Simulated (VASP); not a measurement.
Here is the system:

```xyz
8
Lattice="0.0000 2.6636 2.6636 2.6636 0.0000 2.6636 10.8862 10.8862 -0.2317" Properties=species:S:1:pos:R:3 pbc="T T T"
Hg    10.7848    10.7848    -0.1303
Se     1.6062     1.6062     1.0574
Se     4.1642     4.1642     1.1630
Se     6.7410     6.7410     1.2499
Se     9.3011     9.3011     1.3533
Be     5.5346     5.5346     5.1198
Be     5.4409     5.4409    -0.1137
Be     8.0206     8.0206    -0.0297
```

Computed with PBEsol GGA, VASP's PBE PAW potentials (set 64) (plane waves; VASP). Numerical set-up: 400 eV cut-off, Gaussian smearing of 0.050 eV, potentials Hg Se Be.

Unless said otherwise, spin-orbit coupling is left out, though it shifts the bands of the heavy elements here.

Task: Predict the band gap (along the path) with the smallest direct gap where there is one.

Result: 
- band gap (along the path) = 0.75 eV
- smallest direct gap (along the path) = 0.75 eV

Only differences to runs with the same potentials and settings are physical.

The structure was generated: Be3HgSe4 was put into an ordered model structure (R3m), which need not be its known phase. It was relaxed first.
